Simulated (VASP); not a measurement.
Here is the system:

```
CELL_PARAMETERS angstrom
      3.41798     0.00000     0.00000
     -1.70899     2.96005     0.00000
      0.00000     0.00000    30.24614
ATOMIC_POSITIONS crystal
  Te 0.00000 0.00000 0.40435
  Te 0.33333 0.66667 0.51792
  Te 0.33333 0.66667 0.64002
  Te 0.00000 0.00000 0.28217
  W  0.00000 0.00000 0.11861
  W  0.00000 0.00000 0.57904
  W  0.33333 0.66667 0.34324
  Se 0.33333 0.66667 0.06496
  Se 0.33333 0.66667 0.17239
```

Level of theory: PBEsol GGA, VASP's PBE PAW potentials (set 64) (plane waves; VASP). Settings: 400 eV cut-off, 8×8×1 Γ-centred mesh, tetrahedra with Blöchl corrections, potentials Te W_sv Se.

The cell holds a wide vacuum, so values per volume refer to the whole cell.

Predict the energy per atom (σ→0).

```yaml
energy per atom (σ→0): -699.1 kJ/mol of atoms
```

Total energies compare only between runs with the same potentials, cut-off and functional.

The cell is a sheet with vacuum, built from a database entry that may be metastable or hypothetical.
